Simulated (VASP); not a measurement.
# PbC (Pm-3m) in VASP: a series of runs, part 2 of 2

VASP 6.6.1. The steps go on from the part before.

### Step 3. Single point, PBE

This run uses another cell than the first one, of 17.44 Å³/atom, 1.113 times its volume.

INCAR reads:

```
SYSTEM = PbC
PREC = Accurate ; ENCUT = 520
EDIFF = 1E-6 ; ISMEAR = 0
SIGMA = 0.05 ; LREAL = .False.
LASPH = .True. ; NELM = 80
ALGO = Normal ; ISIF = 2
LWAVE = .False. ; LCHARG = .True.
GGA = PE ; LELF = .True.
LVHAR = .True. ; NBANDS = 16
```

KPOINTS reads:

```
regular mesh
0
Gamma
  6 6 6
  0 0 0
```

POSCAR reads:

```
PbC
1.0
    3.2670875519      0.0000000000      0.0000000000
    0.0000000000      3.2670875519      0.0000000000
    0.0000000000      0.0000000000      3.2670875519
C Pb
1 1
Direct
    0.0000000000      0.0000000000      0.0000000000
    0.5000000000      0.5000000000      0.5000000000
```

Potentials or basis: VASP PAW PBE potentials, release 64 (C, Pb_d).

Launch:

```bash
cat potpaw_PBE.64/C/POTCAR potpaw_PBE.64/Pb_d/POTCAR > POTCAR
mpirun -np 1 vasp_std > vasp.out
```

OUTCAR:

```text
SYSTEM = PbC
   PREC = Accurate
   ENCUT = 520
   EDIFF = 1E-6
   ISMEAR = 0
   LREAL = .False.
   LASPH = .True.
   NELM = 80
   ISIF = 2
   GGA = PE

 ion  position               nearest neighbor table
   1  0.000  0.000  0.000-   2 2.83   2 2.83   2 2.83   2 2.83   2 2.83   2 2.83   2 2.83   2 2.83

   2  0.500  0.500  0.500-   1 2.83   1 2.83   1 2.83   1 2.83   1 2.83   1 2.83   1 2.83   1 2.83

  LATTYP: Found a simple cubic cell.
 ALAT       =     3.2670875519

  Lattice vectors:

 A1 = (   3.2670875519,   0.0000000000,   0.0000000000)
 A2 = (   0.0000000000,   3.2670875519,   0.0000000000)
 A3 = (   0.0000000000,   0.0000000000,   3.2670875519)

Analysis of symmetry for initial positions (statically):
=====================================================================
 Subroutine PRICEL returns:
 Original cell was already a primitive cell.

 Routine SETGRP: Setting up the symmetry group for a
 simple cubic supercell.

 Subroutine GETGRP returns: Found 48 space group operations
 (whereof 48 operations were pure point group operations)
 out of a pool of 48 trial point group operations.

The static configuration has the point symmetry O_h .

Analysis of symmetry for dynamics (positions and initial velocities):
=====================================================================
 Subroutine PRICEL returns:
 Original cell was already a primitive cell.

 Routine SETGRP: Setting up the symmetry group for a
 simple cubic supercell.

 Subroutine GETGRP returns: Found 48 space group operations
 (whereof 48 operations were pure point group operations)
 out of a pool of 48 trial point group operations.

The dynamic configuration has the point symmetry O_h .

 Subroutine INISYM returns: Found 48 space group operations
 (whereof 48 operations are pure point group operations),
 and found     1 'primitive' translations

----------------------------------------------------------------------------------------

                                     Primitive cell

  volume of cell :      34.8724

  direct lattice vectors                    reciprocal lattice vectors
     3.267087552  0.000000000  0.000000000     0.306083013  0.000000000  0.000000000
     0.000000000  3.267087552  0.000000000     0.000000000  0.306083013  0.000000000
     0.000000000  0.000000000  3.267087552     0.000000000  0.000000000  0.306083013

  length of vectors
     3.267087552  3.267087552  3.267087552     0.306083013  0.306083013  0.306083013

  position of ions in fractional coordinates (direct lattice)
     0.000000000  0.000000000  0.000000000
     0.500000000  0.500000000  0.500000000

  ion indices of the primitive-cell ions
   primitive index   ion index
                 1           1
                 2           2

----------------------------------------------------------------------------------------

 KPOINTS: regular mesh

Automatic generation of k-mesh.
 Grid dimensions read from file:
 generate k-points for:    6    6    6

 Generating k-lattice:

  Cartesian coordinates                     Fractional coordinates (reciprocal lattice)
     0.051013835  0.000000000  0.000000000     0.166666667  0.000000000  0.000000000
     0.000000000  0.051013835  0.000000000     0.000000000  0.166666667  0.000000000
     0.000000000  0.000000000  0.051013835     0.000000000  0.000000000  0.166666667

  Length of vectors
     0.051013835  0.051013835  0.051013835

  Shift w.r.t. Gamma in fractional coordinates (k-lattice)
     0.000000000  0.000000000  0.000000000

 Subroutine IBZKPT returns following result:
 ===========================================

 Found     20 irreducible k-points:

 Following reciprocal coordinates:
            Coordinates               Weight
  0.000000  0.000000  0.000000      1.000000
  0.166667  0.000000  0.000000      6.000000
  0.333333  0.000000  0.000000      6.000000
  0.500000  0.000000  0.000000      3.000000
  0.166667  0.166667  0.000000     12.000000
  0.333333  0.166667  0.000000     24.000000
[... 12 lines left out ...]
  0.500000  0.500000  0.333333      6.000000
  0.500000  0.500000  0.500000      1.000000
   k-points           NKPTS =     20   k-points in BZ     NKDIM =     20   number of bands    NBANDS=     16
   number of dos      NEDOS =    301   number of ions     NIONS =      2
   total plane-waves  NPLWV =  13824
   dimension x,y,z NGX =    24 NGY =   24 NGZ =   24
   dimension x,y,z NGXF=    48 NGYF=   48 NGZF=   48
   ions per type =               1   1
   NGX,Y,Z   is equivalent  to a cutoff of  12.21, 12.21, 12.21 a.u.
   NGXF,Y,Z  is equivalent  to a cutoff of  24.42, 24.42, 24.42 a.u.
 SYSTEM =  PbC
   PREC   = accura    normal or accurate (medium, high low for compatibility)
   ISTART =      0    job   : 0-new  1-cont  2-samecut
   ICHARG =      2    charge: 1-file 2-atom 10-const
   ISPIN  =      1    spin polarized calculation?
   LNONCOLLINEAR =      F non collinear calculations
   LSORBIT =      F    spin-orbit coupling
   LASPH  =      T    aspherical Exc in radial PAW
   ENCUT  =  520.0 eV  38.22 Ry    6.18 a.u.   6.07  6.07  6.07*2*pi/ulx,y,z
   NELM   =     80;   NELMIN=  2; NELMDL= -5     # of ELM steps
   EDIFF  = 0.1E-05   stopping-criterion for ELM
   LREAL  =      F    real-space projection
   EDIFFG = 0.1E-04   stopping-criterion for IOM
   NSW    =      0    number of steps for IOM
   IBRION =     -1    ionic relax: 0-MD 1-quasi-New 2-CG
   NFREE  =      0    steps in history (QN), initial steepest desc. (CG)
   ISIF   =      2    stress and relaxation
   ISYM   =      2    0-nonsym 1-usesym 2-fastsym
   POTIM  = 0.5000    time-step for ionic-motion
   TEBEG  =    0.0;   TEEND  =   0.0 temperature during run
   PSTRESS=    0.0 pullay stress
   NELECT =      18.0000    total number of electrons
   NUPDOWN=      -1.0000    fix difference up-down
   EMIN   =  10.00;   EMAX   =-10.00  energy-range for DOS
   EFERMI =   0.00;   METHOD = LEGACY
   ISMEAR =     0;   SIGMA  =   0.05  broadening in eV -4-tet -1-fermi 0-gaus
   EFERMI_NEDOS =   21; number of points for ismear=-14 and -15
   IALGO  =     38    algorithm
   IMIX   =      4    mixing-type and parameters
     AMIX     =   0.40;   BMIX     =  1.00
     AMIX_MAG =   1.60;   BMIX_MAG =  1.00
  volume/ion in A,a.u.               =      17.44       117.67
  Fermi-wavevector in a.u.,A,eV,Ry     =   1.313222  2.481630 23.463963  1.724553
  Thomas-Fermi vector in A             =   2.443560
   LORBIT       =      0    0 simple, 1 ext, 2 COOP (PROOUT), +10 PAW based schemes
   GGA     = PE    functional components
   LHFCALC =     F    Hartree Fock is set to
   AEXX    =    0.0000 exact exchange contribution
   IVDW    =     0    specifies the selected vdW correction
   LEPSILON=     F    determine dielectric tensor
   LRPA    =     F    only Hartree local field effects (RPA)
 non-spin polarized calculation
 Gauss-broadening in eV      SIGMA  =   0.05
  energy-cutoff  :      520.00
  volume of cell :       34.87
 maximum number of plane-waves:       968
   NGX = 13   NGY = 13   NGZ = 13

 number of electron      17.9999997 magnetization

 Free energy of the ion-electron system (eV)
  ---------------------------------------------------
  ext. energy  EPLUGINS =         0.00000000
  ---------------------------------------------------
  free energy    TOTEN  =        -8.22238164 eV

  energy without entropy =       -8.21977972  energy(sigma->0) =       -8.22108068

 E-fermi :   7.5001     XC(G=0): -11.1416

 val. band max:        7.3806026225   @ k =   0.5000   0.5000   0.5000
 cond. band min:       7.5253615724   @ k =   0.5000   0.1667   0.1667
 fundamental gap:      0.1447589499
 Fermi energy:         7.5001438635

 k-point     1 :       0.0000    0.0000    0.0000
  band No.  band energies     occupation
      1      -9.5171      2.00000
      2      -9.5171      2.00000
      3      -8.9661      2.00000
      4      -8.9661      2.00000
      5      -8.9661      2.00000
      6      -5.8628      2.00000
[... 8 lines left out ...]
     15      16.4547      0.00000
     16      24.7571      0.00000
[... 343 lines left out ...]
 k-point    20 :       0.5000    0.5000    0.5000
  band No.  band energies     occupation
      1      -9.3284      2.00000
      2      -9.3284      2.00000
      3      -9.3284      2.00000
      4      -8.8060      2.00000
      5      -8.8060      2.00000
      6      -0.5274      2.00000
[... 8 lines left out ...]
     15      22.3213      0.00000
     16      22.3213      0.00000

------------------------ aborting loop because EDIFF is reached ----------------------------------------

  FORCE on cell =-STRESS in cart. coord.  units (eV):
  Direction    XX          YY          ZZ          XY          YZ          ZX
  --------------------------------------------------------------------------------------
  -------------------------------------------------------------------------------------
  Total        0.0455762      0.0455762      0.0455762     -0.0000000     -0.0000000      0.0000000
  in kB        2.0939494      2.0939494      2.0939494     -0.0000000     -0.0000000      0.0000000
  external PRESSURE =       2.0939494 kB  Pullay stress =       0.0000000 kB

 VOLUME and BASIS-vectors are now :
 -----------------------------------------------------------------------------
  energy-cutoff  :      520.00
  volume of cell :       34.87
      direct lattice vectors                 reciprocal lattice vectors
     3.267087552  0.000000000  0.000000000     0.306083013  0.000000000  0.000000000
     0.000000000  3.267087552  0.000000000     0.000000000  0.306083013  0.000000000
     0.000000000  0.000000000  3.267087552     0.000000000  0.000000000  0.306083013

 POSITION                                       TOTAL-FORCE (eV/Angst)
 -----------------------------------------------------------------------------------
      0.00000      0.00000      0.00000         0.000000      0.000000      0.000000
      1.63354      1.63354      1.63354         0.000000      0.000000      0.000000
 -----------------------------------------------------------------------------------
    total drift:                                0.000000     -0.000000     -0.000000

  FREE ENERGIE OF THE ION-ELECTRON SYSTEM (eV)
  ---------------------------------------------------
  free  energy   TOTEN  =        -8.2223816379 eV

  energy  without entropy=       -8.2197797232  energy(sigma->0) =       -8.22108068
```

OSZICAR:

```text
N       E                     dE             d eps       ncg     rms          rms(c)
DAV:   1     0.125021294658E+03    0.12502E+03   -0.93428E+03   640   0.136E+03
DAV:   2    -0.158995154517E+01   -0.12661E+03   -0.12179E+03   712   0.324E+02
DAV:   3    -0.854406259158E+01   -0.69541E+01   -0.68062E+01   808   0.740E+01
DAV:   4    -0.868139309531E+01   -0.13733E+00   -0.13730E+00   720   0.113E+01
DAV:   5    -0.868646861994E+01   -0.50755E-02   -0.50752E-02   952   0.212E+00    0.289E+00
DAV:   6    -0.822759399527E+01    0.45887E+00   -0.13571E+00   944   0.104E+01    0.855E-01
DAV:   7    -0.822710714895E+01    0.48685E-03   -0.82796E-02   672   0.173E+00    0.593E-01
DAV:   8    -0.822385752936E+01    0.32496E-02   -0.20516E-02   712   0.104E+00    0.314E-01
DAV:   9    -0.822236053532E+01    0.14970E-02   -0.33861E-03   768   0.336E-01    0.641E-02
DAV:  10    -0.822238221453E+01   -0.21679E-04   -0.22445E-04   792   0.115E-01    0.154E-02
DAV:  11    -0.822238237209E+01   -0.15756E-06   -0.14139E-05   952   0.300E-02    0.318E-03
DAV:  12    -0.822238163791E+01    0.73418E-06   -0.18231E-06   680   0.979E-03
   1 F= -.82223816E+01 E0= -.82210807E+01  d E =-.260191E-02
```

Wall time 3.5 s (1 thread of Intel Xeon 6975P-C (Granite Rapids), shared host); peak memory 0.14 GiB.

What came out:

- Free energy: -8.2224 eV
- Pressure: 0.2 GPa
- Band gap on the k mesh: none (metal or under the smearing width)

Levels at points of the mesh, in eV from the Fermi level:
| k point | band 7 | band 8 | band 9 | band 10 | band 11 | band 12 |
| --- | --- | --- | --- | --- | --- | --- |
| (0.00, 0.00, 0.00) | -4.21 | -0.70 | -0.70 | -0.70 | 7.96 | 7.96 |
| (0.50, 0.00, 0.00) | -9.52 | 0.81 | 0.81 | 1.62 | 1.95 | 6.38 |
| (0.50, 0.50, 0.00) | -6.64 | -4.61 | -4.61 | 0.90 | 5.46 | 5.46 |
| (0.50, 0.50, 0.50) | -4.27 | -1.39 | -1.39 | -1.39 | -0.12 | -0.12 |

Spin-orbit coupling is left out, which matters for the levels of Pb.

### Step 4. Single point, PBE

This run uses another cell than the first one, of 17.15 Å³/atom, 1.095 times its volume.

INCAR reads:

```
SYSTEM = PbC
PREC = Accurate
ENCUT = 520
EDIFF = 1E-6
ISMEAR = 0
SIGMA = 0.05
LREAL = .FALSE.
LASPH = .TRUE.
NELM = 100
ALGO = Normal
ISIF = 2
LWAVE = .FALSE.
LCHARG = .FALSE.
GGA = PE
NBANDS = 16
```

KPOINTS reads:

```
Automatic mesh
0
G
  6 6 6
  0 0 0
```

POSCAR reads:

```
PbC
1.0
    3.2488645756      0.0000000000      0.0000000000
    0.0000000000      3.2488645756      0.0000000000
    0.0000000000      0.0000000000      3.2488645756
C Pb
1 1
Direct
    0.0000000000      0.0000000000      0.0000000000
    0.5000000000      0.5000000000      0.5000000000
```

Launch:

```bash
cat potpaw_PBE.64/C/POTCAR potpaw_PBE.64/Pb_d/POTCAR > POTCAR
mpirun -np 1 vasp_std > vasp.out
```

Wall time 3.3 s (1 thread of Intel Xeon 6975P-C (Granite Rapids), shared host); peak memory 0.14 GiB.

The run converged. Its results:

```yaml
Free_energy: -8.2191 eV
Pressure: 1.4 GPa
Band_gap_on_the_k_mesh: none (metal or under the smearing width)
```

Levels at points of the mesh, in eV from the Fermi level:
```csv
k point,band 6,band 7,band 8,band 9,band 10,band 11,band 12,band 13
"(0.00, 0.00, 0.00)",-13.51,-4.12,-0.73,-0.73,-0.73,8.00,8.00,9.11
"(0.50, 0.00, 0.00)",-10.35,-9.60,0.82,0.82,1.68,2.02,6.45,6.45
"(0.50, 0.50, 0.00)",-8.37,-6.63,-4.71,-4.71,0.90,5.54,5.54,9.39
"(0.50, 0.50, 0.50)",-8.04,-4.19,-1.42,-1.42,-1.42,-0.15,-0.15,-0.15
```

The run has no spin-orbit coupling, so splittings on Pb are missing.

### Step 5. Overview

```csv
cell,gap on the mesh (eV),pressure (GPa)
"Pm-3m, 15.66 Å³/atom",none,11.4
"Pm-3m, 17.44 Å³/atom",none,0.2
"Pm-3m, 17.15 Å³/atom",none,1.4
```

Alike in all rows: task single point; level PBE; potentials or basis VASP PAW PBE potentials, release 64 (C, Pb_d); no spin polarisation; k mesh 6 × 6 × 6; cutoff (eV) 520; smearing gaussian 0.05 eV.

Every run on the cell as given and a fine mesh finds a metal.

Total energies depend on the potentials used, so only differences within one code and one set of settings carry meaning.
